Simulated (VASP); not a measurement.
```
CELL_PARAMETERS angstrom
      3.76484     0.00000     0.00000
     -1.88242     3.26045     0.00000
      0.00000     0.00000     6.16130
ATOMIC_POSITIONS crystal
  Zr 0.00000 0.00000 0.00000
  S  0.66667 0.33333 0.76209
  S  0.33333 0.66667 0.23791
```

All values below come from PBE GGA, VASP's PBE PAW potentials (set 64) (plane waves; VASP). Numerical set-up: 300 eV cut-off, 8×8×5 Γ-centred mesh, Gaussian smearing of 0.010 eV, potentials Zr_sv S.

The path is coarsely sampled, so an indirect gap can come out somewhat too large.

Q: Give the energies of bands 7 to 15 at the high-symmetry points, in eV from the valence-band maximum.

A: 
| band | Γ | M | K | A | L | H |
|---|---|---|---|---|---|---|
| 7 | -3.93 | -3.99 | -3.12 | -3.14 | -4.08 | -3.17 |
| 8 | -2.58 | -2.44 | -3.04 | -2.56 | -2.88 | -3.17 |
| 9 | -2.58 | -2.29 | -3.04 | -2.56 | -2.39 | -2.88 |
| 10 | -0.10 | -2.18 | -1.86 | -1.41 | -2.06 | -1.75 |
| 11 | -0.10 | -1.54 | -1.86 | -0.19 | -0.95 | -1.65 |
| 12 | -0.03 | -1.12 | -1.37 | -0.19 | -0.77 | -1.65 |
| 13 | 1.56 | 1.19 | 2.13 | 1.54 | 1.06 | 2.21 |
| 14 | 1.56 | 3.05 | 3.00 | 1.54 | 3.04 | 2.80 |
| 15 | 2.33 | 3.28 | 3.00 | 2.57 | 3.27 | 2.80 |

The gap is indirect, 1.06 eV, from the valence maximum at K-Γ at 0.80 to the conduction minimum at L.

The structure comes from a computed database's ZrS2 entry; how it stands against other phases isn't given here. The cell was not relaxed at this level.
